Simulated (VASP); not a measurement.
**HfPd3 (space group Pm-3m): computed properties**

The numbers are results of PBEsol GGA, VASP's PBE PAW potentials (set 64) (plane waves; VASP), not measurements.

| Property | Result |
|---|---|
| space group | Pm-3m (221) |
| cell | a = 3.948 Å, b = 3.948 Å, c = 3.948 Å, α = 90.00°, β = 90.00°, γ = 90.00° |
| volume per atom | 15.39 Å³/atom |
| band gap (over mesh and band path) | none (metal, semimetal or under 0.01 eV) |
| band gap with spin-orbit coupling | none (metallic) |
| density | 13.43 g/cm³ |

```cif
data_HfPd3
_chemical_formula_sum 'Hf1 Pd3'
_space_group_name_H-M_alt 'Pm-3m'
_space_group_IT_number 221
_space_group_name_Hall '-P 4 2 3'
_cell_length_a 3.94842
_cell_length_b 3.94842
_cell_length_c 3.94842
_cell_angle_alpha 90.000
_cell_angle_beta 90.000
_cell_angle_gamma 90.000
loop_
_atom_site_label
_atom_site_type_symbol
_atom_site_symmetry_multiplicity
_atom_site_Wyckoff_symbol
_atom_site_fract_x
_atom_site_fract_y
_atom_site_fract_z
_atom_site_occupancy
Hf1 Hf 1 a 0.00000 0.00000 0.00000 1
Pd1 Pd 3 c 0.00000 0.50000 0.50000 1
```

Unless said otherwise, spin-orbit coupling is left out, though it shifts the bands of the heavy elements here.

The structure comes from a computed database's HfPd3 entry (Pm-3m); how it stands against other phases isn't given here. It was relaxed first. Symmetry was kept, so distortions that lower it aren't found.
